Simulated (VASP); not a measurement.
A run of VASP 6.6.1 is set up as follows.

File INCAR:

```
SYSTEM = FeNi2S4
PREC = Accurate
ENCUT = 520
EDIFF = 1E-7
ISMEAR = -1
SIGMA = 0.05
LREAL = .False.
LASPH = .True.
NELM = 100
ALGO = Normal
ISIF = 2
LWAVE = .False.
LCHARG = .False.
ISPIN = 2
MAGMOM = 4 4 2 2 2 2 0 0 0 0 0 0 0 0
LORBIT = 11
LMAXMIX = 4
METAGGA = R2SCAN
LMIXTAU = .True.
LEFG = .True.
```

Contents of KPOINTS:

```
Automatic mesh
0
Gamma
  6 6 6
  0 0 0
```

The input POSCAR:

```
FeNi2S4
1.0
    0.0000000000      4.7325000000      4.7325000000
    4.7325000000      0.0000000000      4.7325000000
    4.7325000000      4.7325000000      0.0000000000
Fe Ni S
2 4 8
Direct
    0.7500000000      0.7500000000      0.7500000000
    0.5000000000      0.5000000000      0.5000000000
    0.1250000000      0.1250000000      0.1250000000
    0.6250000000      0.1250000000      0.1250000000
    0.1250000000      0.1250000000      0.6250000000
    0.1250000000      0.6250000000      0.1250000000
    0.8840000000      0.8840000000      0.8840000000
    0.9020000000      0.3660000000      0.3660000000
    0.8840000000      0.8840000000      0.3480000000
    0.3660000000      0.9020000000      0.3660000000
    0.3480000000      0.8840000000      0.8840000000
    0.3660000000      0.3660000000      0.3660000000
    0.8840000000      0.3480000000      0.8840000000
    0.3660000000      0.3660000000      0.9020000000
```

Potentials or basis: VASP PAW PBE potentials, release 64 (Fe, Ni, S).

Command:

```sh
$ cat potpaw_PBE.64/Fe/POTCAR potpaw_PBE.64/Ni/POTCAR potpaw_PBE.64/S/POTCAR > POTCAR
$ mpirun -np 1 vasp_std > vasp.out
```

**Question.** What does it give for the largest force?

**Answer.** 0.136 eV/Å.

**Question.** Predict the net moment.

**Answer.** 3.32 μB per cell.

**Question.** Estimate the pressure.

**Answer.** 5.0 GPa.

**Question.** Estimate the site moments.

**Answer.** Fe +3.08; Ni -0.70; S -0.02 μB.

Forces on the atoms (eV/Å):
```
Fe   0.000  0.000  0.000
Fe   0.000  0.000  0.000
Ni   0.000  0.000  0.000
Ni   0.000  0.000  0.000
Ni   0.000  0.000  0.000
Ni   0.000  0.000  0.000
S   -0.078 -0.078 -0.078
S    0.078 -0.078 -0.078
S    0.078  0.078 -0.078
S   -0.078  0.078 -0.078
S   -0.078  0.078  0.078
S    0.078  0.078  0.078
S    0.078 -0.078  0.078
S   -0.078 -0.078  0.078
```

Caveat: the PAW data sets were made with another functional, which shifts forces and pressure a little; only a ferromagnetic start was run, and an antiferromagnetic order may lie lower in energy.
